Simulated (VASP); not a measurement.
Here is the system:

```
HfN
1.0
    0.00000     2.26000     2.26000
    2.26000     0.00000     2.26000
    2.26000     2.26000     0.00000
Hf N
1 1
Direct
  0.00000   0.00000   0.00000
  0.50000   0.50000   0.50000
```

All values below come from PBE GGA, VASP's PBE PAW potentials (set 64) (plane waves; VASP). Numerical set-up: 400 eV cut-off, 10×10×10 Γ-centred mesh, Gaussian smearing of 0.27 eV, potentials Hf_pv N.

Question: Give the energies of bands 5 to 10 at the high-symmetry points, in eV from the Fermi level.

Answer: 
```
band      Γ      X      U      L      W
----  -----  -----  -----  -----  -----
5     -3.07  -5.47  -6.39  -8.93  -6.21
6     -3.07  -3.85  -5.58  -6.23  -5.52
7     -3.07  -3.75  -5.01  -6.23  -5.52
8     -0.39  -3.75  -0.90   3.23   1.08
9     -0.39   4.05   3.82   3.66   1.08
10    -0.39   5.47   4.40   3.66   5.48
```

It has no gap at this level: it comes out as a metal or semimetal.

The structure is a typed HfN crystal (Fm-3m). The cell was not relaxed at this level. The electron count is odd and the run is not spin-polarised, which forces a metal.
